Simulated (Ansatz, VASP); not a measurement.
# Mg3SeS2: VASP beside Ansatz

```
Mg Se S
1.0
     6.28146    0.00000    0.00000
    -3.14073    5.43990    0.00000
     0.00000    0.00000    3.56636
Mg Se S
3 1 2
Cartesian
  3.1407 0.0000 1.7832
  -1.5704 2.7200 1.7832
  1.5704 2.7200 1.7832
  0.0000 0.0000 1.7832
  0.0000 3.6266 0.0000
  3.1407 1.8133 0.0000
```

Alike in both runs: functional PBE; k mesh 6 × 6 × 4; occupations gaussian, width 0.1 eV; no spin polarisation.

Ansatz relaxed the structure, and its values are those at the end. VASP's run is a single point on that final structure, the one shown.

|  | VASP | Ansatz |
| --- | --- | --- |
| version | VASP 6.6.1 | Ansatz 0.2.0 |
| potentials or method | VASP PAW PBE potentials, release 64 (Mg, Se, S) | scalar-relativistic, plane waves, PAW |
| plane-wave cutoff (eV) | 520 | 420 |
| valence electrons in the cell | 24 | 58 |

|  | VASP | Ansatz | Ansatz less VASP |
| --- | --- | --- | --- |
| gap on the k mesh at the Fermi level (eV) | none | none | - |
| pressure (GPa) | -0.2 | 0.0 | +0.20 |

A gap of «none» marks a metal or a gap that the smearing closes. With one functional, cell and mesh, what is left measures potentials, basis and numerics. The two sets of potentials don't hold the same shells in valence.

Caveats: the k mesh is coarse (spacing up to 0.44 Å⁻¹), so the values aren't converged.
